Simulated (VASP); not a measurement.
Given:

```
CELL_PARAMETERS angstrom
      2.26000    -3.83000     0.00000
      2.26000     3.83000     0.00000
      0.00000     0.00000     4.53000
ATOMIC_POSITIONS crystal
  Ga 0.15490 0.84510 0.91900
  Ga 0.34510 0.65490 0.41900
  Ga 0.65490 0.34510 0.58100
  Ga 0.84510 0.15490 0.08100
```

Computed with PBE GGA, VASP's PBE PAW potentials (set 64) (plane waves; VASP 6.6.1). Settings: 400 eV cut-off, 7×7×6 Γ-centred mesh, first-order Methfessel-Paxton smearing of 0.10 eV, potentials Ga_d.

Task: Give the force on each atom (eV/Å).

Result: 
```json
[
 {"atom": "Ga1", "Fx": "0.000", "Fy": "-0.100", "Fz": "-0.041"},
 {"atom": "Ga2", "Fx": "0.000", "Fy": "0.100", "Fz": "-0.041"},
 {"atom": "Ga3", "Fx": "0.000", "Fy": "-0.100", "Fz": "0.041"},
 {"atom": "Ga4", "Fx": "0.000", "Fy": "0.100", "Fz": "0.041"}
]
```

Task: Give the stress tensor in GPa (positive for a compressed cell).

Result: 
```
0.41  0.00  0.00
0.00  2.21  0.00
0.00  0.00  1.86
```
The pressure is its mean diagonal, 1.49 GPa.

The compound is Ga in the alpha structure. The cell was not relaxed at this level.
